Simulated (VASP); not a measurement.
```
CELL_PARAMETERS angstrom
      0.00000     3.01589     3.01589
      3.01589     0.00000     3.01589
      3.01589     3.01589     0.00000
ATOMIC_POSITIONS crystal
  Al 0.25000 0.25000 0.25000
  Al 0.75000 0.75000 0.75000
  Au 0.00000 0.00000 0.00000
```

All values below come from TPSS meta-GGA, VASP's PBE PAW potentials (set 64) (plane waves; VASP). Numerical set-up: 520 eV cut-off, 9×9×9 Γ-centred mesh, first-order Methfessel-Paxton smearing of 0.10 eV, potentials Al Au.

Task: Give the energy at these volumes per atom, relative to the lowest: 17.16, 17.71, 18.26, 18.81, 19.35 Å³.

Result: 27.1, 6.7, 0.0, 4.8, 19.4 meV/atom. A third-order Birch-Murnaghan fit gives B0 = 111 GPa and B0′ = 4.8.

The compound is AuAl2 in the fluorite structure. It was relaxed first.
